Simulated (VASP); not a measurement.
A convergence study with VASP on Nb$_{3}$Sn (space group no. 223 when undisturbed): one setting is varied, all else stays as given below, so the limit is that of these other settings. One atom is moved off its site, so that forces are finite.

```
CELL_PARAMETERS angstrom
      5.30587     0.00000     0.00000
      0.00000     5.30587     0.00000
      0.00000     0.00000     5.30587
ATOMIC_POSITIONS crystal
  Nb 0.25942 0.00000 0.50000
  Nb 0.50000 0.25000 0.00000
  Nb 0.50000 0.75000 0.00000
  Nb 0.75000 0.00000 0.50000
  Nb 0.00000 0.50000 0.75000
  Nb 0.00000 0.50000 0.25000
  Sn 0.50000 0.50000 0.50000
  Sn 0.00000 0.00000 0.00000
```

Calculation: PBE GGA, VASP's PBE PAW potentials (set 64) (plane waves; VASP 6.6.1). The tightest run used: 600 eV cut-off, 6×6×6 Γ-centred mesh, Fermi-Dirac smearing of 0.10 eV, potentials Nb_sv Sn_d.

| setting | E (eV/atom) | pressure (GPa) | largest force (eV/Å) | plane waves |
|---|---|---|---|---|
| ENCUT = 105 | 21.5515 | -1612.18 | 5.499 | 380 |
| ENCUT = 120 | 6.3865 | -983.16 | 3.789 | 466 |
| ENCUT = 135 | -1.5865 | -600.96 | 2.411 | 554 |
| ENCUT = 150 | -5.2474 | -374.12 | 0.794 | 635 |
| ENCUT = 165 | -7.3243 | -227.10 | 0.772 | 739 |
| ENCUT = 180 | -8.1541 | -137.31 | 0.878 | 840 |
| ENCUT = 210 | -8.6793 | -44.68 | 0.216 | 1064 |

Problem. These are the cheaper rows. Estimate the results at ENCUT = 600, and how far the last row shown lies from them.

Solution. 
```csv
quantity,tightest run,last row shown is off by
E (eV/atom),-8.7978,0.1185
pressure (GPa),1.07,-45.75
largest force (eV/Å),0.380,-0.164
```

Left out are rungs that failed or repeat a setting and relaxations that didn't move; long series are thinned to 24 rows.

The structure is a typed Nb3Sn crystal (space group no. 223). The cell was not relaxed at this level, it is distorted from the ideal structure.
